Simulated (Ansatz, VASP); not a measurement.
# KBr in two plane-wave programs

Wanted: the spread between two codes on one cell, functional and k mesh. The cell is taken from a series of runs on this material, whose earlier steps may have relaxed, scaled, displaced or heated it; both programs get it as it stands.

Program: Ansatz 0.2.0. Level of theory: plane waves, with VASP 6.6.1 beside it; PBE0. Results are calculated unless marked as measured.

## (1) Set-up

Symmetry: Fm-3m, No. 225, cubic system. The conventional cell has a = 6.600 Å, b = 6.600 Å, c = 6.600 Å, α = 90.00°, β = 90.00°, γ = 90.00°. Nearest to K lie 6 Br at 3.30 Å. Br has 6 K at 3.30 Å nearest. Farther neighbours and most contacts between anions are not listed.

## (2) VASP: single point, PBE0

With cell and atoms fixed, the geometry can't cause a difference; cores, projectors, grids and the points listed under the comparison can.

Lines of VASP's logs that name or quote its potential files are left out, and so is its time.

The run reads the wave functions of an earlier VASP run, which isn't shown here.

INCAR

```
SYSTEM = KBr
PREC = Accurate
ENCUT = 400
EDIFF = 1E-06
NELM = 100
ISMEAR = 0
SIGMA = 0.01
LREAL = .FALSE.
ALGO = Normal
LHFCALC = .TRUE.
AEXX = 0.25
GGA = PE
LASPH = .TRUE.
NBANDS = 14
PRECFOCK = Fast
LORBIT = 11
LWAVE = .FALSE.
LCHARG = .FALSE.
KPAR = 8
ISIF = 2
```

POSCAR

```
KBr
1.0
    0.0000000000      3.3000000000      3.3000000000
    3.3000000000      0.0000000000      3.3000000000
    3.3000000000      3.3000000000      0.0000000000
K Br
1 1
Direct
    0.0000000000      0.0000000000      0.0000000000
    0.5000000000      0.5000000000      0.5000000000
```

KPOINTS

```
Automatic mesh
0
Gamma
4 4 4
0 0 0
```

Potentials, in the order of the species: K_sv and Br (PBE family, release 64).

Run with:

```console
mpirun -np 8 vasp_std
```

Numbers of over 12 decimals in the logs are rounded to 6 here.

Log:

```text
[banner, memory and clock lines left out]
running    8 mpi-ranks, on    1 nodes
 distrk:  each k-point on    1 cores,    8 groups
 distr:  one band on    1 cores,    1 groups

 POSCAR found type information on POSCAR K Br
 POSCAR found :  2 types and       2 ions
|                                                                             |
|           W    W    AA    RRRRR   N    N  II  N    N   GGGG   !!!           |
|           W    W   A  A   R    R  NN   N  II  NN   N  G    G  !!!           |
|           W    W  A    A  R    R  N N  N  II  N N  N  G       !!!           |
|           W WW W  AAAAAA  RRRRR   N  N N  II  N  N N  G  GGG   !            |
|           WW  WW  A    A  R   R   N   NN  II  N   NN  G    G                |
|           W    W  A    A  R    R  N    N  II  N    N   GGGG   !!!           |
|                                                                             |
|     For optimal performance we recommend to set                             |
|       NCORE = 2 up to number-of-cores-per-socket                            |
|     NCORE specifies how many cores store one orbital (NPAR=cpu/NCORE).      |
|     This setting can greatly improve the performance of VASP for DFT.       |
|     The default, NCORE=1 might be grossly inefficient on modern             |
|     multi-core architectures or massively parallel machines. Do your        |
|     Unfortunately you need to use the default for GW and RPA                |
|     calculations (for HF NCORE is supported but not extensively tested      |
|     yet).                                                                   |
|                                                                             |

 LDA part: xc-table for (Slater+PW92), standard interpolation
 found WAVECAR, reading the header
 POSCAR, INCAR and KPOINTS ok, starting setup
 FFT: planning ... GRIDC
 FFT: planning ... GRID_SOFT
 FFT: planning ... GRID
 reading WAVECAR
 the WAVECAR file was read successfully
 initial charge from wavefunction
 entering main loop
       N       E                     dE             d eps       ncg     rms          rms(c)
DAV:   1    -0.768575065147E+01   -0.76858E+01   -0.12742E-01   236   0.364E+00    0.115E+00
DAV:   2    -0.768814712081E+01   -0.23965E-02   -0.68560E-03   286   0.567E-01    0.703E-01
DAV:   3    -0.768789350614E+01    0.25361E-03   -0.54373E-04   302   0.188E-01    0.399E-01
DAV:   4    -0.768780887582E+01    0.84630E-04   -0.12605E-04   268   0.909E-02    0.225E-01
DAV:   5    -0.768779110757E+01    0.17768E-04   -0.35116E-05   340   0.431E-02    0.128E-01
DAV:   6    -0.768778616165E+01    0.49459E-05   -0.59224E-06   292   0.185E-02    0.750E-02
DAV:   7    -0.768778472603E+01    0.14356E-05   -0.20428E-06   272   0.110E-02    0.442E-02
DAV:   8    -0.768778448566E+01    0.24037E-06   -0.70055E-07   184   0.718E-03
   1 F= -.76877845E+01 E0= -.76877845E+01  d E =-.240642-115
```

From OUTCAR (step 2):

```text
ion  position               nearest neighbor table
   1  0.000  0.000  0.000-   2 3.30   2 3.30   2 3.30   2 3.30   2 3.30   2 3.30
   2  0.500  0.500  0.500-   1 3.30   1 3.30   1 3.30   1 3.30   1 3.30   1 3.30

  LATTYP: Found a face centered cubic cell.
 ALAT       =     6.6000000000

 Subroutine GETGRP returns: Found 48 space group operations
 (whereof 48 operations were pure point group operations)

The static configuration has the point symmetry O_h .

 Found      8 irreducible k-points:

   k-points           NKPTS =      8   k-points in BZ     NKDIM =     64   number of bands    NBANDS=     14

   dimension x,y,z NGX =    30 NGY =   30 NGZ =   30
   dimension x,y,z NGXF=    60 NGYF=   60 NGZF=   60

   ENCUT  =  400.0 eV  29.40 Ry    5.42 a.u.   7.61  7.61  7.61*2*pi/ulx,y,z

   NELECT =      16.0000    total number of electrons

 k-points in reciprocal lattice and weights: Automatic mesh
   0.00000000  0.00000000  0.00000000       0.016
   0.25000000  0.00000000  0.00000000       0.125
   0.50000000  0.00000000  0.00000000       0.062
   0.25000000  0.25000000  0.00000000       0.094
   0.50000000  0.25000000  0.00000000       0.375
  -0.25000000  0.25000000  0.00000000       0.188
   0.50000000  0.50000000  0.00000000       0.047
  -0.25000000  0.50000000  0.25000000       0.094

  exchange ACFDT corr.  =         0.00000000  see jH, gK, PRB 81, 115126

 average (electrostatic) potential at core
       1 -31.6258       2 -60.7880

 E-fermi :  -2.8486

 k-point     1 :       0.0000    0.0000    0.0000
  band No.  band energies     occupation
    ...
      4     -15.1189      2.00000
      5     -15.1189      2.00000
      6      -3.0092      2.00000
      7      -3.0092      2.00000
      8      -3.0092      2.00000
      9       3.3199      0.00000
     10       6.7266      0.00000
     11       6.7266      0.00000
     12       6.7266      0.00000
     13       7.6849      0.00000
    ...

 k-point     2 :       0.2500    0.0000    0.0000
  band No.  band energies     occupation
    ...
      4     -15.1209      2.00000
      5     -14.9827      2.00000
      6      -3.7115      2.00000
      7      -3.1906      2.00000
      8      -3.1906      2.00000
      9       4.6013      0.00000
     10       6.5298      0.00000
     11       7.4756      0.00000
     12       7.4756      0.00000
     13       8.4886      0.00000
    ...

 k-point     3 :       0.5000    0.0000    0.0000
  band No.  band energies     occupation
    ...
      4     -15.1228      2.00000
      5     -14.8593      2.00000
      6      -4.2662      2.00000
      7      -3.3600      2.00000
      8      -3.3600      2.00000
      9       5.4756      0.00000
     10       7.3469      0.00000
     11       9.1363      0.00000
     12       9.1363      0.00000
     13       9.1629      0.00000
    ...

  Total        0.1880677      0.1880677      0.1880677      0.0000000      0.0000000     -0.0000000
  in kB        4.1923061      4.1923061      4.1923061      0.0000000      0.0000000     -0.0000000
  external PRESSURE =       4.1923061 kB  Pullay stress =       0.0000000 kB

  energy-cutoff  :      400.00
  volume of cell :       71.87
      direct lattice vectors                 reciprocal lattice vectors
     0.000000000  3.300000000  3.300000000    -0.151515152  0.151515152  0.151515152
     3.300000000  0.000000000  3.300000000     0.151515152 -0.151515152  0.151515152
     3.300000000  3.300000000  0.000000000     0.151515152  0.151515152 -0.151515152

 POSITION                                       TOTAL-FORCE (eV/Angst)
 -----------------------------------------------------------------------------------
      0.00000      0.00000      0.00000         0.000000     -0.000000     -0.000000
      3.30000      3.30000      3.30000        -0.000000      0.000000      0.000000
 -----------------------------------------------------------------------------------
    total drift:                                0.000000      0.000000      0.000000

  FREE ENERGIE OF THE ION-ELECTRON SYSTEM (eV)
  ---------------------------------------------------
  free  energy   TOTEN  =        -7.6877844857 eV

  energy  without entropy=       -7.6877844857  energy(sigma->0) =       -7.68778449

 total charge
# of ion       s       p       d       tot
------------------------------------------
    1        1.958   5.622   0.019   7.599
    2        1.592   3.340   0.001   4.932
--------------------------------------------------
tot          3.550   8.962   0.020  12.532

[... 3 further parts left out ...]
```

The run ends at a pressure of 0.42 GPa.

## (3) Ansatz: single point, PBE0

Ansatz runs on its default PAW (the set named soft_2) files.

The same cell, functional and mesh now go to Ansatz, which takes its cutoff from its data sets.

input.yaml

```yaml
crystal:
  lattice:
    - [0.0, 3.3, 3.3]
    - [3.3, 0.0, 3.3]
    - [3.3, 3.3, 0.0]
  atoms:
    - { symbol: K, position: [0.0, 0.0, 0.0] }
    - { symbol: Br, position: [0.5, 0.5, 0.5] }
kpoints:
  mp_grid: { grid: [4, 4, 4] }
  band_path:
    path:
      - [0.0, 0.0, 0.0]
      - [0.5, 0.0, 0.5]
      - [0.625, 0.25, 0.625]
      - [0.375, 0.375, 0.75]
      - [0.5, 0.5, 0.5]
      - [0.5, 0.25, 0.75]
    npoints: 1
hamiltonian:
  xc: pbe0
scf:
  occupations: { method: fixed }
  n_extra_bands: 4
output:
  eigenvalues: true
```

Run with:

```console
ansatz run input.yaml --threads 3 --pin off --max-ram 92160MiB --backend cuda --events-out ev --progress --plain --runs-dir out --devices 1 --max-vram 13GiB
```

Log:

```text
scf.n_extra_bands = 4 over 8 filled bands (N_el = 16.0): the run solves 12 bands
GPUs: using 1 of 1 available (devices: 1).
Engine: ansatz 0.2.0, x86_64-unknown-linux-gnu
Pseudopotentials: kind: paw
Pseudopotential: K, paw, valence charge 9, recommended cutoff 420 eV (normal), K.paw.azcp
Pseudopotential: Br, paw, valence charge 7, recommended cutoff 420 eV (normal), Br.paw.azcp
Functional definition: PBE0
  parameter a = 0.25
  parameter kappa = 0.804
  parameter beta = 0.066725
  exchange = (1 - a)*pbe_x(kappa = kappa, mu = beta*pi^2/3) + a*exact_x
  correlation = pbe_c(beta = beta)
davidson cushion auto → on  (no smearing: the cushion is to keep the highest requested band from converging to the state above it; pin scf.eigensolver.cushion to override)
device memory: the entry about to start is reckoned to put 0.9 GiB on a device that reports 39.6 GiB free (of which the cap on the GPU budget leaves the run 13.0 GiB)
GPU FFT provider: cuFFT
GPU libraries: cuBLAS 13.8.2, cuFFT 12.4.0, cuSOLVER 12.3.4
Crystal: 2 atoms, lattice volume = 71.874 Å³
Basis set: ecut = 420 eV, 1411 PW (Γ)
Bands: 12, of which v1, the nominal top of the filled ones, is band 8 counted from 1 (7 counted from 0)
Symmetry: 48 space group operations
Space group: Fm-3m (ITA 225), of the structure as read, at distance tolerance 4.2e-5 Å
k-points: 8 of 64
Non-local potential: K, projectors of the file, l = 0: 3, l = 1: 2, l = 2: 2
Non-local potential: Br, projectors of the file, l = 0: 2, l = 1: 2, l = 2: 2
PAW form: soft (Blöchl's): semilocal exchange-correlation on the pseudo side does not see the compensation charge
PAW frozen core: K, regenerated for the run's functional, and the local potential with it (the file was generated under x = pbe(κ = 0.804, μ = 0.219515), c = pbe(β = 0.066725))
PAW frozen core: Br, regenerated for the run's functional, and the local potential with it (the file was generated under x = pbe(κ = 0.804, μ = 0.219515), c = pbe(β = 0.066725))
PAW one-centre angular grid: K, 110 points (default); XC on 64 Gauss nodes
PAW one-centre angular grid: Br, 110 points (default); XC on 64 Gauss nodes
Initial density: superposition of atomic densities (neutral atoms: chi_scale 0, normalization atom), corrected by the library's trained network
Initial wavefunctions: pseudopotential atomic-orbital guess
GPU buffer pool allocated for 32768 grid points (all kernels)
GPU transforms: local potential and band sums: pruned to the plane-wave sphere, on 32×32×32
Functional: x = pbe(κ = 0.804, μ = 0.219515), c = pbe(β = 0.066725), warm-up for x = 0.75 pbe(κ = 0.804, μ = 0.219515) + 0.25 exact, c = pbe(β = 0.066725)
SCF iter   1: F=—  HF=-4324.492158 eV  |F-HF|=—  |Δ(HF+E_count)|=         —  Δρ=1.20e-3  dr2=1.58e-3  ethr=1.77e-3  ⟨swp⟩=2.0  Hψ=768  notcnv=0
preconditioner: auto → none  [insulator: Δε(μ)=4.399 eV  Ē_g=14.792 eV  n_scr=14 (ndim 8)  ℏωp=16.4 eV  f_vac=0.056]
iter 2 solved again at ethr=1.20e-7 eV; its pass at ethr=9.85e-6 eV (dr2=1.91e-5 eV) is discarded
SCF iter   2: F=-4324.491610 eV  HF=-4324.491606 eV  |F-HF|=3.72e-6  |Δ(HF+E_count)|=   5.52e-4  Δρ=1.55e-4  dr2=1.84e-5  ethr=1.20e-7  ⟨swp⟩=4.6  Hψ=613  notcnv=0  defer=3
SCF 1 stopped early in 2 iterations: F = -4324.491610 eV  dr2 = 1.84e-5
  greatest PAW one-centre occupation: 0.987 electrons in one spin orbital (limit 2), on the K atom at site 0 (counted from 0), in its partial waves of l = 0
device memory: the entry about to start is reckoned to put 1.6 GiB on a device that reports 43.1 GiB free (of which the cap on the GPU budget leaves the run 13.0 GiB)
GPU FFT provider: cuFFT
GPU libraries: cuBLAS 13.8.2, cuFFT 12.4.0, cuSOLVER 12.3.4
Initial density: handed on by an earlier stage of this run
Initial wavefunctions: those handed on with the density
GPU buffer pool allocated for 32768 grid points (all kernels)
GPU transforms: local potential and band sums: pruned to the plane-wave sphere, on 32×32×32
Functional: x = 0.75 pbe(κ = 0.804, μ = 0.219515) + 0.25 exact, c = pbe(β = 0.066725)
Exchange kernel: α = 0.2500, full range, Wigner–Seitz truncation, v(0) = 9588.4115 eV·Å³, q-mesh 4×4×4, nearest image of the exchange supercell L = 18.67 Å, pair-density grid 18×18×18, without the augmentation charges, whose exchange is taken in its separable form by FFT convolution over the k-point mesh (sized by the pseudopotential files, 27×27×27 at the most), smooth part of the exact exchange by density-matrix convolution in up to 1.31 GiB of GPU memory as planned if the GPU has room (build and FFT work areas not counted)
Frozen-core exchange: fock
SCF iter   1: F=—  HF=-4327.546066 eV  |F-HF|=—  |Δ(HF+E_count)|=         —  Δρ=2.68e-3  dr2=3.86e-3  ethr=1.15e-6  ⟨swp⟩=9.1  Hψ=594  notcnv=0
preconditioner: auto → none  [insulator: Δε(μ)=6.314 eV  Ē_g=17.396 eV  n_scr=14 (ndim 8)  ℏωp=16.4 eV  f_vac=0.056]
SCF iter   2: F=—  HF=-4327.544846 eV  |F-HF|=—  |Δ(HF+E_count)|=   1.22e-3  Δρ=1.20e-3  dr2=8.32e-4  ethr=1.15e-6  ⟨swp⟩=4.9  Hψ=355  notcnv=0
SCF iter   3: F=—  HF=-4327.547254 eV  |F-HF|=—  |Δ(HF+E_count)|=   2.41e-3  Δρ=3.94e-4  dr2=1.82e-4  ethr=1.15e-6  ⟨swp⟩=5.0  Hψ=359  notcnv=0  defer=2
SCF iter   4: F=—  HF=-4327.547200 eV  |F-HF|=—  |Δ(HF+E_count)|=   5.42e-5  Δρ=5.05e-5  dr2=5.44e-6  ethr=1.04e-6  ⟨swp⟩=3.1  Hψ=270  notcnv=0
SCF iter   5: F=-4327.547242 eV  HF=-4327.547243 eV  |F-HF|=8.19e-7  |Δ(HF+E_count)|=   4.31e-5  Δρ=3.52e-5  dr2=2.02e-6  ethr=4.00e-9  ⟨swp⟩=6.0  Hψ=405  notcnv=0  defer=3
SCF 2 stopped early in 5 iterations: F = -4327.547242 eV  dr2 = 2.02e-6
  greatest PAW one-centre occupation: 0.989 electrons in one spin orbital (limit 2), on the K atom at site 0 (counted from 0), in its partial waves of l = 0
hybrid outer 1: dexx = +3.226e-3 eV, tail = 1.66e-5 eV
GPU FFT provider: cuFFT
GPU libraries: cuBLAS 13.8.2, cuFFT 12.4.0, cuSOLVER 12.3.4
GPU buffer pool allocated for 32768 grid points (all kernels)
GPU transforms: local potential and band sums: pruned to the plane-wave sphere, on 32×32×32
Exchange kernel: α = 0.2500, full range, Wigner–Seitz truncation, v(0) = 9588.4115 eV·Å³, q-mesh 4×4×4, nearest image of the exchange supercell L = 18.67 Å, pair-density grid 18×18×18, without the augmentation charges, whose exchange is taken in its separable form by FFT convolution over the k-point mesh (sized by the pseudopotential files, 27×27×27 at the most), smooth part of the exact exchange by density-matrix convolution in up to 1.31 GiB of GPU memory as planned if the GPU has room (build and FFT work areas not counted)
Frozen-core exchange: fock
SCF iter   1: F=—  HF=-4327.547574 eV  |F-HF|=—  |Δ(HF+E_count)|=         —  Δρ=3.96e-5  dr2=3.51e-7  ethr=5.18e-7  ⟨swp⟩=3.1  Hψ=290  notcnv=0
preconditioner: auto → none  [insulator: Δε(μ)=6.316 eV  Ē_g=17.406 eV  n_scr=14 (ndim 8)  ℏωp=16.4 eV  f_vac=0.076]
iter 2 solved again at ethr=1.84e-10 eV; its pass at ethr=2.15e-9 eV (dr2=2.95e-8 eV) is discarded
SCF iter   2: F=-4327.547574 eV  HF=-4327.547574 eV  |F-HF|=7.16e-9  |Δ(HF+E_count)|=   3.54e-8  Δρ=1.29e-5  dr2=4.17e-8  ethr=1.84e-10  ⟨swp⟩=2.4  Hψ=532  notcnv=0
SCF 3 converged in 2 iterations: F = -4327.547574 eV  dr2 = 4.17e-8
hybrid outer 2: dexx = +2.673e-7 eV, tail = 9.98e-8 eV, Δε = 2.37e-3 eV (about 1.83e-4 eV left of the loop's levels)
the search or the solves at the SCF's close seem to have found levels that the self-consistency loop had missed (the run counts 2). By its estimate they hold under 1e-12 electrons; where the run keeps them, the occupations were computed again with them
device memory: the entry about to start is reckoned to put 0.3 GiB on a device that reports 43.1 GiB free (of which the cap on the GPU budget leaves the run 13.0 GiB)
NSCF: frozen V_eff on 6 k-points
hybrid SCF converged: 2 outer / 7 inner (+2 warm-up), last move |dexx| = 2.67e-7 eV, tail = 9.98e-8 eV
Stability not checked: this state was not tested for a lower state beside it, because the functional holds exact exchange (a hybrid, or Hartree-Fock), whose exchange loop this test does not read (fock_operator; see scf.lower_state_search)
Free energy (F): -4327.547574 eV
Frozen-core exchange: fock
Harris-Foulkes:  -4327.547574 eV  (|F-HF|=7.16e-9)
Internal energy: -4327.547574 eV  (E = F + TS)
E sigma→0 (E₀):  -4327.547574 eV
Fermi energy:    -0.178184 eV
--- Per-component energies (eV) ---
  E_band       = -165.267420
  E_kinetic    = 388.225791
  E_local      = -837.975376  (includes V_loc(G=0)·N_el)
  E_nonlocal   = 82.534446
  E_hartree    = 271.984880
  E_xc         = -307.056535
  E_vxc        = -207.873149  (∫ρ·V_xc dr)
  E_exx        = -44.017190  (= α·E_x^exact, valence–valence)
  E_paw        = -3080.778697  (= ΣΔE_a)
  E_vpaw       = -46.115442  (= ΣTr[D̂ρ^β])
  E_aug_tail   = -0.000004  (compensation charges beyond the density's cutoff)
  E_ewald      = -799.985846
  E_core_change = -0.479043  (= ΣΔE_core)
  E_smearing   = -0.000000  (= −TS)
  E_closure    = 0.000000  (closes the sum)
  Σ components = -4327.547574   (vs F -4327.547574, Δ=0.00e0)
--- Band table (eV; the first three rows and the last of 8) ---
  k-point 0: bands = [... 4 lower, -12.2758, -0.1782, -0.1782, -0.1782, 6.1380, 9.5402, 9.5402, 9.5402]
  k-point 1: bands = [... 4 lower, -12.1385, -0.8848, -0.3622, -0.3622, 7.4216, 9.3437, 10.2895, 10.2895]
  k-point 2: bands = [... 4 lower, -12.0142, -1.4429, -0.5341, -0.5341, 8.2915, 10.1660, 11.9479, 11.9479]
  k-point 7: bands = [... 4 lower, -12.1759, -0.8184, -0.8184, -0.7538, 9.2116, 9.2116, 10.1669, 11.1051]
```

## (4) Differences

Known differences besides the potentials themselves: exact exchange at q = 0 is treated differently, which shows on coarse meshes; VASP keeps PBE cores, Ansatz makes them for the functional; fixed occupations in Ansatz, narrow Gaussian smearing in VASP; the cutoff is 420 eV in Ansatz and 400 eV in VASP; VASP takes a coarser grid for exact exchange (PRECFOCK = Fast). Total energies have different zeros and are not compared.

The two programs side by side:

| quantity | Ansatz | VASP | difference |
| --- | --- | --- | --- |
| gap on the k mesh (eV) | 6.316 | 6.329 | -0.013 |

A gap on the mesh is an upper bound, since the band edges may lie between its points.

## (5) Summary of results

```json
{
 "difference in gap on the k mesh (single point, PBE0)": "-0.013 eV"
}
```

**Reading.** The difference in gap on the k mesh is -0.013 eV (single point, PBE0), within the 0.08 eV picked in this series as the mark of a large difference. Such differences can come from data sets, numerical settings and the points named under the comparisons, not from the functional's error against experiment.

[Lines on the potential files, build, host, timing and source positions are cut from VASP's logs without a mark.]

[Logs are printed without paths, hosts, clocks, repeated set-up lines and the standing remarks that a program may print on its own settings, such as how far it seeks lower states.]

[Hosts, paths, dates, database ids (printed as entryN), source tags and the programs' standing remarks are cut or masked in the printed files.]
